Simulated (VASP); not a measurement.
Data:

```
CELL_PARAMETERS angstrom
      0.00000     3.93653     3.93653
      3.93653     0.00000     3.93653
      3.93653     3.93653     0.00000
ATOMIC_POSITIONS crystal
  Mg 0.00000 0.00000 0.00000
  Pt 0.50000 0.00000 0.00000
  Pt 0.50000 0.00000 0.50000
  Pt 0.00000 0.50000 0.50000
  Pt 0.00000 0.50000 0.00000
  Pt 0.50000 0.50000 0.00000
  Pt 0.00000 0.00000 0.50000
  Pt 0.50000 0.50000 0.50000
```

The numbers are results of PBEsol GGA, VASP's PBE PAW potentials (set 64) (plane waves; VASP), not measurements. Settings: 300 eV cut-off, 6×6×6 Γ-centred mesh, Gaussian smearing of 0.27 eV, potentials Mg Pt.

At this cut-off the stress carries a Pulay error, which pulls relaxed volumes low. Unless said otherwise, spin-orbit coupling is left out, though it shifts the bands of the heavy elements here.

### Question
Predict the energy per atom (σ→0), pressure, band gap (on the k-mesh) with the smallest direct gap where there is one.

### Answer

```yaml
band gap (on the k-mesh): none (metal, semimetal or under 0.01 eV)
energy per atom (σ→0): -639.6 kJ/mol of atoms
pressure: -4.63 GPa
```

Only differences to runs with the same potentials and settings are physical.

The structure comes from a computed database's MgPt7 entry (Fm-3m); how it stands against other phases isn't given here. The cell was not relaxed at this level.
